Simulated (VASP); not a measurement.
Method: PBEsol GGA, VASP's PBE PAW potentials (set 64) (plane waves; VASP).

VASP ran on this input.

### INCAR
```
# general
SYSTEM  = InP
PREC    = Normal
ENCUT   = 400
LREAL   = .FALSE.   # projection in real space or not
LASPH   = .TRUE.   # aspherical one-centre terms

# electronic loop
EDIFF   = 1E-5   # SCF stop (eV)
NELM    = 100
NELMIN  = 4
ALGO    = Fast
LMAXMIX = 4

# smearing
ISMEAR  = 0
SIGMA   = 0.05

# functional
GGA     = PS   # PBEsol

# ions
IBRION  = 2   # conjugate gradients
NSW     = 20   # most ionic steps
ISIF    = 2
EDIFFG  = -0.03   # ionic stop

# output
LWAVE   = .FALSE.
LCHARG  = .FALSE.
```

### KPOINTS
```
K-points
0
G
 9 9 9
0 0 0
```

**POSCAR**
```
InP
1
    0.0000000000     2.9390466296     2.9390466296
    2.9390466296     0.0000000000     2.9390466296
    2.9390466296     2.9390466296     0.0000000000
In P
1 1
Direct
  0.0000000000   0.0000000000   0.0000000000
  0.7500000000   0.7500000000   0.7500000000
```

POTCAR, in this order: In_d P (PBE.64 set). Program: vasp_std.

Unless said otherwise, spin-orbit coupling is left out, though it shifts the bands of the heavy elements here.

Task: Estimate the energy per atom (σ→0), band gap (on the k-mesh).

Result: 
| Item | Value |
|---|---|
| energy per atom (σ→0) | -4.578 eV/atom |
| band gap (on the k-mesh) | 0.57 eV |

**OSZICAR**
```
...
RMM:   7    -0.915902439362E+01    0.29666E-01   -0.30805E-01   920   0.338E+00    0.119E+00
RMM:   8    -0.915437675786E+01    0.46476E-02   -0.31699E-02   989   0.296E+00    0.262E-01
RMM:   9    -0.915563494671E+01   -0.12582E-02   -0.16881E-02  1074   0.119E+00    0.176E-01
RMM:  10    -0.915587647334E+01   -0.24153E-03   -0.32400E-03  1177   0.606E-01    0.182E-01
RMM:  11    -0.915593093365E+01   -0.54460E-04   -0.37301E-04  1102   0.182E-01    0.245E-01
RMM:  12    -0.915594289209E+01   -0.11958E-04   -0.27753E-04   861   0.133E-01    0.300E-02
RMM:  13    -0.915594242695E+01    0.46514E-06   -0.52597E-05   847   0.805E-02
   1 F= -.91559424E+01 E0= -.91559424E+01  d E =-.915594E+01
```

The compound is InP in the zinc blende structure. It was relaxed first.
